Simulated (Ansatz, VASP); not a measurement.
**Cross-check of TaN between VASP and Ansatz**

One calculation is typed for both programs; each brings its own data sets. How far apart do they land? The cell is taken from a series of runs on this material, whose earlier steps may have relaxed, scaled, displaced or heated it; both programs get it as it stands.

Method: plane waves, with VASP 6.6.1 beside it; zone-centre phonons at LDA, in Ansatz 0.2.0.

### 1. Starting point

Symmetry: P-62m, No. 189, hexagonal system. Conventional cell: a = 5.184 Å, b = 5.184 Å, c = 2.893 Å, α = 90.00°, β = 90.00°, γ = 120.00°. N has 5 Ta at 2.04 to 2.15 Å nearest. Ta has 6 N at 2.15 Å nearest. Nearest to Ta lie 3 N at 2.04 Å. Farther neighbours and most contacts between anions are not listed.

Structure file:

```cif
data_structure
_symmetry_space_group_name_H-M 'P-62m'
_symmetry_Int_Tables_number 189
_cell_length_a 5.1840
_cell_length_b 5.1840
_cell_length_c 2.8926
_cell_angle_alpha 90.000
_cell_angle_beta 90.000
_cell_angle_gamma 120.000
_cell_volume 67.32
loop_
_atom_site_label
_atom_site_type_symbol
_atom_site_symmetry_multiplicity
_atom_site_Wyckoff_symbol
_atom_site_fract_x
_atom_site_fract_y
_atom_site_fract_z
_atom_site_occupancy
N1 N 3 f 0.39265 0.00000 0.00000 1
Ta1 Ta 2 d 0.33333 0.66667 0.50000 1
Ta2 Ta 1 a 0.00000 0.00000 0.00000 1
```

### 2. VASP: zone-centre phonons, LDA

Second derivatives magnify differences that forces hide, and they need a tight electronic threshold.

Lines of VASP's logs that name or quote its potential files are left out, and so is its time.

Input file INCAR:

```
SYSTEM = TaN
PREC = Accurate
ENCUT = 600
EDIFF = 1E-08
NELM = 120
ISMEAR = 1
SIGMA = 0.2
LREAL = .FALSE.
ALGO = Normal
GGA = PW92
NBANDS = 30
LASPH = .TRUE.
LORBIT = 11
LWAVE = .FALSE.
LCHARG = .FALSE.
ISIF = 2
IBRION = 8
GGA_COMPAT = .FALSE.
KPAR = 2
```

Input file POSCAR:

```
TaN
1.0
    5.1840064488      0.0000000000      0.0000000000
   -2.5920032244      4.4894812780      0.0000000000
    0.0000000000      0.0000000000      2.8925723578
N Ta
3 3
Direct
    0.3926549070      1.0000000000      0.0000000000
    0.6073450930      0.6073450930      0.0000000000
    1.0000000000      0.3926549070      0.0000000000
    0.3333333333      0.6666666667      0.5000000000
    0.6666666667      0.3333333333      0.5000000000
    1.0000000000      1.0000000000      0.0000000000
```

Input file KPOINTS:

```
Automatic mesh
0
Gamma
9 9 12
0 0 0
```

Potentials, in the order of the species: N and Ta_pv (LDA family, release 64).

The run is started by

```sh
$ mpirun -np 2 vasp_std
```

Numbers of over 12 decimals in the logs are rounded to 6 here.

Log:

```text
[banner, memory and clock lines left out]
running    2 mpi-ranks, on    1 nodes
 distrk:  each k-point on    1 cores,    2 groups
 distr:  one band on    1 cores,    1 groups

 POSCAR found type information on POSCAR N Ta
 POSCAR found :  2 types and       6 ions
|                                                                             |
|               ----> ADVICE to this user running VASP <----                  |
|                                                                             |
|     You enforced a specific xc type in the INCAR file but a different       |
|     [... a line on the potential file left out ...]
|     I HOPE YOU KNOW WHAT YOU ARE DOING!                                     |
|                                                                             |

 LDA part: xc-table for (Slater(with rela. corr.)+PW92), standard interpolation
 POSCAR, INCAR and KPOINTS ok, starting setup
 FFT: planning ... GRIDC
 FFT: planning ... GRID_SOFT
 FFT: planning ... GRID
 WAVECAR not read
 entering main loop
       N       E                     dE             d eps       ncg     rms          rms(c)
DAV:   1     0.474639338417E+03    0.47464E+03   -0.28793E+04  5040   0.187E+03
DAV:   2    -0.523368826346E+02   -0.52698E+03   -0.50759E+03  5822   0.504E+02
DAV:   3    -0.833859876624E+02   -0.31049E+02   -0.30374E+02  6120   0.113E+02
DAV:   4    -0.840510037492E+02   -0.66502E+00   -0.65914E+00  6340   0.157E+01
DAV:   5    -0.840651058992E+02   -0.14102E-01   -0.14086E-01  6206   0.184E+00    0.441E+01
DAV:   6    -0.745345048620E+02    0.95306E+01   -0.58708E+01  6084   0.409E+01    0.190E+01
DAV:   7    -0.742421054299E+02    0.29240E+00   -0.28527E+00  6104   0.919E+00    0.104E+01
DAV:   8    -0.741622970639E+02    0.79808E-01   -0.32670E-01  6152   0.369E+00    0.924E-01
DAV:   9    -0.741498132918E+02    0.12484E-01   -0.41408E-02  6440   0.145E+00    0.378E-01
DAV:  10    -0.741491433425E+02    0.66995E-03   -0.11796E-02  6174   0.529E-01    0.152E-01
DAV:  11    -0.741488530059E+02    0.29034E-03   -0.31385E-03  6374   0.332E-01    0.533E-02
DAV:  12    -0.741488119657E+02    0.41040E-04   -0.25415E-04  6168   0.901E-02    0.147E-02
DAV:  13    -0.741488126834E+02   -0.71767E-06   -0.15271E-05  6918   0.224E-02    0.403E-03
DAV:  14    -0.741488126464E+02    0.36952E-07   -0.81754E-07  6486   0.591E-03    0.133E-03
DAV:  15    -0.741488126352E+02    0.11181E-07   -0.50916E-08  5600   0.167E-03    0.220E-04
DAV:  16    -0.741488126364E+02   -0.11987E-08   -0.79417E-09  4014   0.560E-04
   1 F= -.74148813E+02 E0= -.74149843E+02  d E =0.309110E-02
 Linear response reoptimize wavefunctions to high precision
DAV:   1    -0.741488126365E+02   -0.75488E-10   -0.11221E-09  4036   0.231E-04
DAV:   2    -0.741488126365E+02   -0.36380E-11   -0.18310E-10  3924   0.789E-05
 Linear response DOF=           7
 Linear response progress:
  Degree of freedom:   1/  7
       N       E                     dE             d eps       ncg     rms          rms(c)
RMM:   1    -0.250180804047E+00   -0.25018E+00    0.11964E-01 21498   0.238E+00
RMM:   2    -0.242030336426E+00    0.81505E-02   -0.13891E-02 17530   0.481E-01    0.372E-01
RMM:   3    -0.242968268581E+00   -0.93793E-03   -0.30700E-03 18258   0.212E-01    0.223E-01
RMM:   4    -0.244085279071E+00   -0.11170E-02   -0.66522E-04 17321   0.111E-01    0.668E-02
RMM:   5    -0.244415280019E+00   -0.33000E-03   -0.11482E-04 19120   0.429E-02    0.259E-02
RMM:   6    -0.244410559858E+00    0.47202E-05   -0.18604E-05 19685   0.167E-02    0.504E-03
RMM:   7    -0.244383871574E+00    0.26688E-04   -0.28581E-06 18111   0.592E-03    0.116E-03
RMM:   8    -0.244381650680E+00    0.22209E-05   -0.10850E-06 21098   0.198E-03    0.544E-04
RMM:   9    -0.244382750021E+00   -0.10993E-05   -0.62135E-07 19996   0.598E-04    0.243E-04
RMM:  10    -0.244382362219E+00    0.38780E-06    0.14148E-07 20033   0.288E-04    0.708E-05
RMM:  11    -0.244382655327E+00   -0.29311E-06   -0.12011E-07 20251   0.161E-04    0.205E-05
RMM:  12    -0.244382689920E+00   -0.34592E-07    0.35246E-08 20728   0.102E-04    0.531E-06
RMM:  13    -0.244382701217E+00   -0.11297E-07   -0.19441E-08 21395   0.821E-05    0.221E-06
RMM:  14    -0.244382698049E+00    0.31681E-08   -0.12405E-08 21187   0.754E-05    0.129E-06
 first order change of Fermi-energy   0.17608E-01
 force on displaced ion       1 direction 1 : -20.544   0.000   0.000
 Linear response progress:
  Degree of freedom:   2/  7
       N       E                     dE             d eps       ncg     rms          rms(c)
RMM:   1    -0.247966894714E+00   -0.24797E+00    0.15061E-01 35389   0.239E+00
RMM:   2    -0.241203501965E+00    0.67634E-02   -0.17037E-02 29087   0.514E-01    0.394E-01
RMM:   3    -0.241977941259E+00   -0.77444E-03   -0.32298E-03 30178   0.229E-01    0.244E-01
[...]
RMM:   1    -0.233200177306E+00   -0.23320E+00    0.13971E-01 33581   0.234E+00
RMM:   2    -0.226961805909E+00    0.62384E-02   -0.11517E-02 27200   0.458E-01    0.234E-01
RMM:   3    -0.227915088624E+00   -0.95328E-03   -0.24417E-03 28120   0.198E-01    0.123E-01
RMM:   4    -0.229283568677E+00   -0.13685E-02   -0.90804E-04 27482   0.126E-01    0.287E-02
RMM:   5    -0.229349258738E+00   -0.65690E-04   -0.11442E-04 31088   0.359E-02    0.729E-03
[...]
RMM:  21    -0.203505877724E+00   -0.85273E-08   -0.18710E-07 36346   0.109E-04    0.150E-07
RMM:  22    -0.203505870613E+00    0.71111E-08   -0.10108E-07 35747   0.108E-04    0.158E-07
RMM:  23    -0.203505877618E+00   -0.70042E-08   -0.15682E-07 35929   0.108E-04    0.214E-07
RMM:  24    -0.203505869742E+00    0.78755E-08   -0.86377E-08 35952   0.107E-04    0.414E-07
 first order change of Fermi-energy  -0.40610E-03
 force on displaced ion       4 direction 1 : -27.003  -0.004   0.000
 Linear response progress:
  Degree of freedom:   5/  7
       N       E                     dE             d eps       ncg     rms          rms(c)
RMM:   1    -0.142042149108E+00   -0.14204E+00    0.10413E+01 10769   0.194E+01
RMM:   2    -0.168105751944E+00   -0.26064E-01   -0.39433E-02 16978   0.122E+00    0.134E-01
RMM:   3    -0.167561108730E+00    0.54464E-03   -0.70251E-03 18746   0.309E-01    0.729E-02
RMM:   4    -0.167029798790E+00    0.53131E-03   -0.95709E-04 21584   0.117E-01    0.267E-02
RMM:   5    -0.166850173488E+00    0.17963E-03   -0.77496E-05 20582   0.278E-02    0.715E-03
RMM:   6    -0.166802840761E+00    0.47333E-04   -0.36685E-05 21162   0.105E-02    0.132E-03
RMM:   7    -0.166802787671E+00    0.53090E-07   -0.20326E-05 20753   0.433E-03    0.483E-04
RMM:   8    -0.166802672867E+00    0.11480E-06   -0.15926E-05 21164   0.200E-03    0.153E-04
RMM:   9    -0.166803551265E+00   -0.87840E-06   -0.10001E-05 22275   0.104E-03    0.661E-05
RMM:  10    -0.166803903296E+00   -0.35203E-06   -0.62194E-06 20252   0.618E-04    0.282E-05
RMM:  11    -0.166804136264E+00   -0.23297E-06   -0.43294E-06 21040   0.421E-04    0.178E-05
RMM:  12    -0.166804068296E+00    0.67968E-07   -0.26336E-06 21120   0.290E-04    0.896E-06
RMM:  13    -0.166804157302E+00   -0.89006E-07   -0.20752E-06 21299   0.227E-04    0.311E-06
RMM:  14    -0.166804129087E+00    0.28215E-07   -0.13098E-06 22679   0.181E-04    0.164E-06
RMM:  15    -0.166804139315E+00   -0.10228E-07   -0.10898E-06 22371   0.152E-04    0.188E-06
RMM:  16    -0.166804129928E+00    0.93868E-08   -0.60871E-07 22283   0.138E-04    0.175E-06
RMM:  17    -0.166804110233E+00    0.19695E-07   -0.58254E-07 22473   0.127E-04    0.395E-06
RMM:  18    -0.166804095657E+00    0.14576E-07   -0.30249E-07 22267   0.118E-04    0.328E-06
RMM:  19    -0.166804087951E+00    0.77058E-08   -0.31349E-07 22987   0.114E-04    0.638E-06
RMM:  20    -0.166804093043E+00   -0.50913E-08   -0.15062E-07 23131   0.111E-04    0.379E-06
RMM:  21    -0.166804101004E+00   -0.79616E-08   -0.17552E-07 23009   0.108E-04    0.348E-06
RMM:  22    -0.166804094319E+00    0.66850E-08   -0.81392E-08 21539   0.106E-04    0.351E-06
 first order change of Fermi-energy   0.21957E-03
 force on displaced ion       4 direction 3 :  -0.000  -0.000 -22.005
 Linear response progress:
  Degree of freedom:   6/  7
       N       E                     dE             d eps       ncg     rms          rms(c)
RMM:   1    -0.177568676114E+00   -0.17757E+00    0.10743E+01 10833   0.185E+01
RMM:   2    -0.209334833756E+00   -0.31766E-01   -0.52180E-02 16696   0.125E+00    0.287E-01
RMM:   3    -0.209034444610E+00    0.30039E-03   -0.93832E-03 18930   0.289E-01    0.170E-01
RMM:   4    -0.208649875834E+00    0.38457E-03   -0.96231E-04 19444   0.124E-01    0.661E-02
RMM:   5    -0.208522013167E+00    0.12786E-03   -0.13538E-04 20516   0.413E-02    0.257E-02
RMM:   6    -0.208467858955E+00    0.54154E-04   -0.36927E-05 20459   0.180E-02    0.449E-03
RMM:   7    -0.208464897687E+00    0.29613E-05   -0.88668E-06 20332   0.104E-02    0.219E-03
RMM:   8    -0.208465098785E+00   -0.20110E-06   -0.54688E-06 20069   0.497E-03    0.686E-04
RMM:   9    -0.208467714044E+00   -0.26153E-05   -0.28997E-06 20953   0.234E-03    0.427E-04
RMM:  10    -0.208468409856E+00   -0.69581E-06   -0.18005E-06 19852   0.143E-03    0.208E-04
RMM:  11    -0.208468975199E+00   -0.56534E-06   -0.12007E-06 21523   0.727E-04    0.175E-04
RMM:  12    -0.208469246468E+00   -0.27127E-06   -0.10566E-06 19866   0.576E-04    0.217E-05
RMM:  13    -0.208469265101E+00   -0.18633E-07   -0.24623E-07 21749   0.345E-04    0.172E-05
RMM:  14    -0.208469455378E+00   -0.19028E-06   -0.60176E-07 21133   0.259E-04    0.707E-06
RMM:  15    -0.208469419950E+00    0.35428E-07   -0.18787E-07 22166   0.197E-04    0.798E-06
RMM:  16    -0.208469518099E+00   -0.98149E-07   -0.22360E-07 21498   0.174E-04    0.397E-06
RMM:  17    -0.208469495922E+00    0.22177E-07   -0.77322E-08 22555   0.148E-04    0.315E-06
RMM:  18    -0.208469518560E+00   -0.22637E-07   -0.11098E-07 22974   0.135E-04    0.193E-06
RMM:  19    -0.208469525073E+00   -0.65128E-08   -0.28047E-08 23333   0.126E-04    0.153E-06
 first order change of Fermi-energy  -0.37522E-03
 force on displaced ion       6 direction 1 : -27.478   0.000   0.000
 Linear response progress:
  Degree of freedom:   7/  7
       N       E                     dE             d eps       ncg     rms          rms(c)
RMM:   1    -0.126540689032E+00   -0.12654E+00    0.12999E+01  8099   0.165E+01
RMM:   2    -0.152031015952E+00   -0.25490E-01   -0.34561E-02 11082   0.100E+00    0.142E-01
RMM:   3    -0.150768920935E+00    0.12621E-02   -0.47186E-03 12641   0.244E-01    0.699E-02
RMM:   4    -0.149900641678E+00    0.86828E-03   -0.72889E-04 13761   0.104E-01    0.321E-02
RMM:   5    -0.149537337116E+00    0.36330E-03   -0.58405E-05 14382   0.293E-02    0.272E-03
RMM:   6    -0.149562078010E+00   -0.24741E-04   -0.82484E-06 13790   0.900E-03    0.122E-03
RMM:   7    -0.149566303945E+00   -0.42259E-05   -0.31128E-06 14890   0.304E-03    0.572E-04
RMM:   8    -0.149571156529E+00   -0.48526E-05   -0.92778E-07 14579   0.129E-03    0.617E-05
RMM:   9    -0.149571399393E+00   -0.24286E-06   -0.65658E-07 14809   0.660E-04    0.359E-05
RMM:  10    -0.149571579078E+00   -0.17969E-06   -0.25266E-07 15238   0.399E-04    0.234E-05
RMM:  11    -0.149571716168E+00   -0.13709E-06   -0.19000E-07 14648   0.280E-04    0.175E-05
RMM:  12    -0.149571866138E+00   -0.14997E-06   -0.73168E-08 14719   0.213E-04    0.646E-06
RMM:  13    -0.149571938030E+00   -0.71891E-07   -0.63477E-08 15543   0.166E-04    0.150E-06
RMM:  14    -0.149571922707E+00    0.15323E-07   -0.36600E-08 14516   0.140E-04    0.213E-06
RMM:  15    -0.149571937247E+00   -0.14540E-07   -0.38926E-08 14567   0.125E-04    0.169E-06
RMM:  16    -0.149571932641E+00    0.46061E-08   -0.14439E-08 13573   0.116E-04    0.284E-06
 first order change of Fermi-energy   0.55374E-03
 force on displaced ion       6 direction 3 :   0.000   0.000 -11.740
 Linear response finished
```

(Part 1 of 2 ends here.)

[Lines on the potential files, build, host, timing and source positions are cut from VASP's logs without a mark.]

[Logs are printed without paths, hosts, clocks, repeated set-up lines and the standing remarks that a program may print on its own settings, such as how far it seeks lower states.]

[Hosts, paths, dates, database ids (printed as entryN), source tags and the programs' standing remarks are cut or masked in the printed files.]
